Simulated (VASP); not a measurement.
Output of a VASP run:

OSZICAR:
```
...
DAV:   4    -0.930107392138E+01   -0.98284E-01   -0.98230E-01  1170   0.104E+01
DAV:   5    -0.930293625131E+01   -0.18623E-02   -0.18623E-02  1083   0.116E+00    0.463E+00
DAV:   6    -0.904362622344E+01    0.25931E+00   -0.47479E-01  1427   0.141E+01    0.308E+00
DAV:   7    -0.901026382899E+01    0.33362E-01   -0.13510E-01  1152   0.291E+00    0.121E+00
DAV:   8    -0.901012688738E+01    0.13694E-03   -0.16041E-02  1085   0.196E+00    0.222E-01
DAV:   9    -0.901047017749E+01   -0.34329E-03   -0.16364E-03  1139   0.697E-01    0.805E-02
DAV:  10    -0.901051642725E+01   -0.46250E-04   -0.13054E-04  1407   0.138E-01    0.311E-02
DAV:  11    -0.901057911577E+01   -0.62689E-04   -0.85913E-05   970   0.915E-02    0.547E-03
DAV:  12    -0.901057885882E+01    0.25696E-06   -0.34127E-06  1140   0.317E-02
   1 F= -.43137744E+01 E0= -.43137744E+01  d E =-.431377E+01
       N       E                     dE             d eps       ncg     rms          rms(c)
DAV:   1    -0.134268589804E+02   -0.44163E+01   -0.54914E+01  1225   0.146E+02    0.149E+01
DAV:   2    -0.904882248316E+01    0.43780E+01   -0.12269E+01  1175   0.166E+02    0.534E+00
DAV:   3    -0.833345517829E+01    0.71537E+00   -0.59093E-01  1011   0.878E+00    0.239E+00
DAV:   4    -0.815897033918E+01    0.17448E+00   -0.86958E-02  1369   0.316E+00    0.104E+00
DAV:   5    -0.815058543208E+01    0.83849E-02   -0.19318E-02  1407   0.229E+00    0.306E-01
DAV:   6    -0.814776802221E+01    0.28174E-02   -0.46546E-03  1066   0.840E-01    0.574E-02
DAV:   7    -0.814770773775E+01    0.60284E-04   -0.11681E-04  1380   0.170E-01    0.476E-02
DAV:   8    -0.814771527295E+01   -0.75352E-05   -0.13827E-05  1181   0.479E-02    0.387E-03
DAV:   9    -0.814771531150E+01   -0.38542E-07   -0.34147E-07   650   0.136E-02
   2 F= -.42112558E+01 E0= -.42112558E+01  d E =0.102519E+00
       N       E                     dE             d eps       ncg     rms          rms(c)
DAV:   1    -0.103960249539E+02   -0.22483E+01   -0.22876E+01  1235   0.133E+02    0.747E+00
DAV:   2    -0.915512919898E+01    0.12409E+01   -0.18742E+00  1155   0.321E+01    0.357E+00
DAV:   3    -0.880667924905E+01    0.34845E+00   -0.52060E-01  1225   0.179E+01    0.675E-01
DAV:   4    -0.877880833366E+01    0.27871E-01   -0.63252E-02  1098   0.548E+00    0.315E-01
DAV:   5    -0.877556206050E+01    0.32463E-02   -0.52224E-03  1136   0.153E+00    0.210E-01
DAV:   6    -0.877500786473E+01    0.55420E-03   -0.14665E-03  1085   0.861E-01    0.779E-02
DAV:   7    -0.877494426222E+01    0.63603E-04   -0.49617E-04  1240   0.637E-01    0.376E-02
DAV:   8    -0.877495102282E+01   -0.67606E-05   -0.61763E-05   975   0.865E-02    0.192E-02
DAV:   9    -0.877494772727E+01    0.32955E-05   -0.12725E-05  1195   0.962E-02    0.621E-03
DAV:  10    -0.877494791476E+01   -0.18749E-06   -0.13038E-06   548   0.122E-02
   3 F= -.44025530E+01 E0= -.44025530E+01  d E =-.887786E-01
       N       E                     dE             d eps       ncg     rms          rms(c)
DAV:   1    -0.876649698006E+01    0.84507E-02   -0.85631E-03  1230   0.219E+00    0.157E-01
DAV:   2    -0.876596460463E+01    0.53238E-03   -0.94344E-04  1165   0.910E-01    0.699E-02
DAV:   3    -0.876583532407E+01    0.12928E-03   -0.13538E-04  1230   0.296E-01    0.176E-02
DAV:   4    -0.876582348416E+01    0.11840E-04   -0.17020E-05  1130   0.652E-02    0.661E-03
DAV:   5    -0.876582249983E+01    0.98434E-06   -0.72309E-07   510   0.139E-02
   4 F= -.44026266E+01 E0= -.44026266E+01  d E =-.888522E-01
```

OUTCAR:
```
------------------------ aborting loop because EDIFF is reached ----------------------------------------
  FORCE on cell =-STRESS in cart. coord.  units (eV):
  Direction    XX          YY          ZZ          XY          YZ          ZX
  --------------------------------------------------------------------------------------
  Total        4.3878980      4.3878980      4.3878980     -0.0000000      0.0000000     -0.0000000
  in kB      201.1322925    201.1322925    201.1322925     -0.0000000      0.0000000     -0.0000000
  external PRESSURE =       1.1322925 kB  Pullay stress =     200.0000000 kB
  volume of cell :       34.95
      direct lattice vectors                 reciprocal lattice vectors
     0.000000000  2.595086077  2.595086077    -0.192671836  0.192671836  0.192671836
     2.595086077  0.000000000  2.595086077     0.192671836 -0.192671836  0.192671836
     2.595086077  2.595086077 -0.000000000     0.192671836  0.192671836 -0.192671836
  FREE ENERGIE OF THE ION-ELECTRON SYSTEM (eV)
  ---------------------------------------------------
  free  energy   TOTEN  =        -8.7658224998 eV

  energy  without entropy=       -8.7658224998  energy(sigma->0) =       -8.76582250
  enthalpy is  TOTEN    =        -4.4026266082 eV   P V=        4.3631958916

 reached required accuracy - stopping structural energy minimisation
```
(Selected blocks of OUTCAR.)

POSCAR:
```
GaP
1
    0.0000000000     2.6596083630     2.6596083630
    2.6596083630     0.0000000000     2.6596083630
    2.6596083630     2.6596083630     0.0000000000
Ga P
1 1
Direct
  0.0000000000   0.0000000000   0.0000000000
  0.2500000000   0.2500000000   0.2500000000
```

Problem. Write an INCAR and KPOINTS that could have produced this output.

Solution. One answer among several that fit: the input of the run itself, PBE GGA, plane waves, VASP's PBE PAW potentials (set 64).

INCAR:
```
SYSTEM  =  GaP
PREC  =  Accurate; ENCUT  =  500; LREAL  =  .FALSE.
LASPH  =  .TRUE.
EDIFF  =  1E-6; NELM  =  100; ALGO  =  Normal
LMAXMIX  =  4
ISMEAR  =  0; SIGMA  =  0.05
GGA  =  PE
IBRION  =  2; NSW  =  40; ISIF  =  3
EDIFFG  =  -0.02; PSTRESS  =  200
LWAVE  =  .FALSE.; LCHARG  =  .FALSE.
```

### KPOINTS
```
Automatic mesh
0
Gamma
9 9 9
0 0 0
```

POTCAR, in this order: Ga_d P (PBE.64 set). Program: vasp_std.

Energy and stress use the plane-wave basis of the starting cell.

The compound is GaP in the zinc blende structure. This run relaxes it under an external pressure of 20 GPa. Symmetry was kept, so distortions that lower it aren't found.
